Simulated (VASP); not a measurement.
An input for Ansatz (written as the equivalent of a VASP run, and not itself run):

Ansatz 0.2 input:
```yaml
crystal:
  lattice:
    - [4.5173340, 0.0000000, 0.0000000]
    - [0.0000000, 4.4823570, 0.0000000]
    - [-1.4805630, 0.0000000, 6.5040610]
  atoms:
    - { symbol: Bi, position: [0.8556900, 0.2500000, 0.7851800] }
    - { symbol: Bi, position: [0.1443100, 0.7500000, 0.2148200] }
    - { symbol: Bi, position: [0.6771700, 0.2500000, 0.3179000] }
    - { symbol: Bi, position: [0.3228300, 0.7500000, 0.6821000] }
kpoints:
  mp_grid: { grid: [5, 4, 3] }
hamiltonian:
  xc: pbesol
  pseudopotentials: { kind: paw }
scf:
  occupations: { method: gaussian, width: 0.136 }
  max_iter: 100
output: { forces: true, stress: true, eigenvalues: true }
```

Problem. Write the VASP files for the same calculation (PBEsol).

Solution. Several could match; the one computed here: 
### POSCAR
```
Bi
1.0
  4.5173340000   0.0000000000   0.0000000000
  0.0000000000   4.4823570000   0.0000000000
 -1.4805630000   0.0000000000   6.5040610000
Bi
4
Cartesian
  2.7029290741   1.1205892500   5.1068586160
  0.3338419259   3.3617677500   1.3972023840
  2.5883320871   1.1205892500   2.0676409919
  0.4484389129   3.3617677500   4.4364200081
```

**INCAR**
```
SYSTEM = Bi
PREC = Accurate
ENCUT = 300
EDIFF = 1E-6
NELM = 100
ALGO = Normal
LREAL = .FALSE.
LASPH = .TRUE.
ISMEAR = 0
SIGMA = 0.136
GGA = PS
LMAXMIX = 4
LWAVE = .FALSE.
LCHARG = .FALSE.
ISIF = 2
```

### KPOINTS
```
Automatic mesh
0
Gamma
5 4 3
0 0 0
```

POTCAR, in this order: Bi_d (PBE.64 set). Program: vasp_std.

Limits of the translation: each code has its own PAW files, so the cut-off isn't converted (ENCUT is set for VASP's; basis.ecutwfc is left out, and Ansatz then takes the one that its files recommend); Ansatz stops its SCF on the density residual and VASP on the energy change (EDIFF).

The structure comes from a computed database's Bi entry; how it stands against other phases isn't given here. The cell was not relaxed at this level. The k-mesh is coarse (spacing up to 0.35 per Å, 2π included), so the numbers may not be converged in it. The run is one of a series of settings (GGA = PS, POTCAR Bi_d (PBE.64 set) against the base run), some of them coarse on purpose.
